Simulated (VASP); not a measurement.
An input for Ansatz (written as the equivalent of a VASP run, and not itself run):

Ansatz 0.2 input:
```yaml
crystal:
  lattice:
    - [4.0868529, 0.0000000, 0.0000000]
    - [0.0000000, 4.0868529, 0.0000000]
    - [0.0000000, 0.0000000, 4.0868529]
  atoms:
    - { symbol: K, position: [0.0000000, 0.0000000, 0.0000000] }
    - { symbol: Ta, position: [0.5000000, 0.5000000, 0.5000000] }
    - { symbol: O, position: [0.5000000, 0.0000000, 0.5000000] }
    - { symbol: O, position: [0.0000000, 0.5000000, 0.5000000] }
    - { symbol: O, position: [0.5000000, 0.5000000, 0.0000000] }
kpoints:
  mp_grid: { grid: [6, 6, 6] }
hamiltonian:
  xc: pbe
  dispersion: d3bj
  pseudopotentials: { kind: paw }
scf:
  occupations: { method: gaussian, width: 0.05 }
  max_iter: 100
output: { forces: true, stress: true, eigenvalues: true }
```

Q: Translate this input to VASP (INCAR, KPOINTS, POSCAR, choice of POTCAR).

A: Several could match; the one computed here: 
KPOINTS:
```
Automatic mesh
0
Gamma
6 6 6
0 0 0
```

**POSCAR**
```
KTaO3
1
    4.0868529243     0.0000000000     0.0000000000
    0.0000000000     4.0868529243     0.0000000000
    0.0000000000     0.0000000000     4.0868529243
K Ta O
1 1 3
Direct
  0.0000000000   0.0000000000   0.0000000000
  0.5000000000   0.5000000000   0.5000000000
  0.5000000000   0.0000000000   0.5000000000
  0.0000000000   0.5000000000   0.5000000000
  0.5000000000   0.5000000000   0.0000000000
```

**INCAR**
```
ALGO  =  Normal
EDIFF  =  1E-7
ENCUT  =  520
GGA  =  PE
ISIF  =  2
ISMEAR  =  0
IVDW  =  12
LASPH  =  .TRUE.
LCHARG  =  .FALSE.
LMAXMIX  =  6
LREAL  =  .FALSE.
LWAVE  =  .FALSE.
NELM  =  100
PREC  =  Accurate
SIGMA  =  0.05
SYSTEM  =  KTaO3
```

POTCAR, in this order: K_sv Ta_pv O (PBE.64 set). Program: vasp_std.

The two are equivalent in intent, not identical: each code has its own PAW files, so the cut-off isn't converted (ENCUT is set for VASP's; basis.ecutwfc is left out, and Ansatz then takes the one that its files recommend); Ansatz stops its SCF on the density residual and VASP on the energy change (EDIFF).

The compound is KTaO3 in the cubic perovskite structure. This cell is one point of a volume scan, at 1.06 of the reference volume.
